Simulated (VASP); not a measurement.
A convergence study with VASP on ZnS (zinc blende): one setting is varied, all else stays as given below, so the limit is that of these other settings.

```
CELL_PARAMETERS angstrom
      0.00000     2.70500     2.70500
      2.70500     0.00000     2.70500
      2.70500     2.70500     0.00000
ATOMIC_POSITIONS crystal
  Zn 0.00000 0.00000 0.00000
  S  0.25000 0.25000 0.25000
```

Level of theory: PBE GGA, VASP's PBE PAW potentials (set 64) (plane waves; VASP 6.6.1). The tightest run used: 550 eV cut-off, 17×17×17 Γ-centred mesh, Gaussian smearing of 0.050 eV, potentials Zn S.

The reference is 17×17×17 mesh, which took about 50 core-seconds. Times come from single runs on busy shared machines, so they are rough: good to a factor of about 2.

**Question.** Of the settings 1×1×1 mesh; 2×2×2 mesh; 3×3×3 mesh; 4×4×4 mesh; 5×5×5 mesh; 6×6×6 mesh; 7×7×7 mesh; 8×8×8 mesh; 9×9×9 mesh; 10×10×10 mesh; 11×11×11 mesh; 12×12×12 mesh; 13×13×13 mesh; 14×14×14 mesh; 15×15×15 mesh; 16×16×16 mesh; 17×17×17 mesh, which is the lowest that keeps the difference from the reference in the stress, largest component (GPa) within 0.1 from there on, and what does it cost?

**Answer.** 5×5×5 mesh; its cost over the reference is about 1/10.
```
setting        difference in the stress, largest component (GPa)  cost over the reference
-------------  -------------------------------------------------  -----------------------
1×1×1 mesh                                                 50.36               about 1/20
2×2×2 mesh                                                  5.76               about 1/20
3×3×3 mesh                                                  1.27               about 1/20
4×4×4 mesh                                                  0.30               about 1/10
5×5×5 mesh                                                  0.08               about 1/10
6×6×6 mesh                                                  0.01                about 1/8
7×7×7 mesh                                                  0.00                about 1/6
8×8×8 mesh                                                  0.00                about 1/5
9×9×9 mesh                                                  0.00                about 1/4
10×10×10 mesh                                               0.00                about 1/3
11×11×11 mesh                                               0.00                about 1/3
12×12×12 mesh                                               0.00                about 1/2
13×13×13 mesh                                               0.00                about 1/2
14×14×14 mesh                                               0.00     within a factor of 2
15×15×15 mesh                                               0.00     within a factor of 2
16×16×16 mesh                                               0.00     within a factor of 2
17×17×17 mesh                                               0.00                reference
```

Left out are rungs that failed or repeat a setting and relaxations that didn't move; long series are thinned to 24 rows.

The compound is ZnS in the zinc blende structure. The cell was not relaxed at this level.
